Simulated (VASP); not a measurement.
Data:

```
Bi
1.0
    3.46460     0.00000     0.00000
   -1.73230     3.00043     0.00000
    0.00000     0.00000     5.75699
Bi
2
Direct
  0.33333   0.66667   0.25000
  0.66667   0.33333   0.75000
```

Level of theory: PBEsol GGA, VASP's PBE PAW potentials (set 64) (plane waves; VASP). Run with 400 eV cut-off, 14×14×7 Γ-centred mesh, tetrahedra with Blöchl corrections, potentials Bi_d.

Unless said otherwise, spin-orbit coupling is left out, though it shifts the bands of the heavy elements here.

Task: Predict the energy per atom (σ→0), band gap (on the k-mesh) with the smallest direct gap where there is one.

Result: 
| Item | Result |
|---|---|
| band gap (on the k-mesh) | none (metal, semimetal or under 0.01 eV) |
| energy per atom (σ→0) | -4206 meV/atom |

The structure was generated: Bi was put into the hcp type (P6_3/mmc), which need not be its known phase. It was relaxed first, which changed the volume by -6 %.
